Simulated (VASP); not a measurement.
Given:

```
CELL_PARAMETERS angstrom
     -2.19646     2.19646     5.00579
      2.19646    -2.19646     5.00579
      2.19646     2.19646    -5.00579
ATOMIC_POSITIONS crystal
  Ba 0.60054 0.60054 0.00000
  Si 0.99623 0.99623 0.00000
  Si 0.35668 0.85668 0.50000
  Si 0.85668 0.35668 0.50000
  Pt 0.24869 0.24869 0.00000
```

Calculation: PBEsol GGA, VASP's PBE PAW potentials (set 64) (plane waves; VASP 6.6.1). Settings: 400 eV cut-off, 11×11×11 Γ-centred mesh, tetrahedra with Blöchl corrections, potentials Ba_sv Si Pt.

Unless said otherwise, spin-orbit coupling is left out, though it shifts the bands of the heavy elements here.

Q: Predict the energy per atom (σ→0), band gap (on the k-mesh) with the smallest direct gap where there is one.

A: 
band gap (on the k-mesh): none (metal, semimetal or under 0.01 eV)
energy per atom (σ→0): -5950 meV/atom

The absolute energy has meaning only against runs of the same code, potentials and settings.

The structure comes from a computed database's BaSi3Pt entry (I4mm); how it stands against other phases isn't given here. It was relaxed first.
